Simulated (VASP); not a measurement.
Ga₂O₃ (corundum): the mBJ gap over mesh and path against the volume, with shape and ions relaxed at each volume; LDA's own equilibrium is at 9.490 Å³/atom. VASP (PAW), 520 eV cut-off, 6×6×6 Γ-centred mesh, Gaussian smearing of 0.050 eV, potentials Ga_d O. mBJ is a potential without an energy functional, so only the levels count. Fit the value as a straight line in ln V.

| V (Å³/atom) | mBJ gap over mesh and path (eV) |
|---|---|
| 8.636 | 6.162 |
| 8.92 | 5.802 |
| 9.205 | 5.455 |
| 9.49 | 5.121 |
| 9.774 | 4.798 |
| 10.059 | 4.491 |

Fit the rows as the text says and predict the value at 8.351.

The slope against ln V is -10.96 eV, the volume deformation potential of this gap. The line misses the rows by up to 0.005 and gives 6.526 at 8.351. The run gave 6.526, +0.000 from the line.

Left out are failed runs and those whose mesh is unfit for this quantity.

The compound is Ga2O3 in the corundum structure, the metastable α form; monoclinic β is stable.
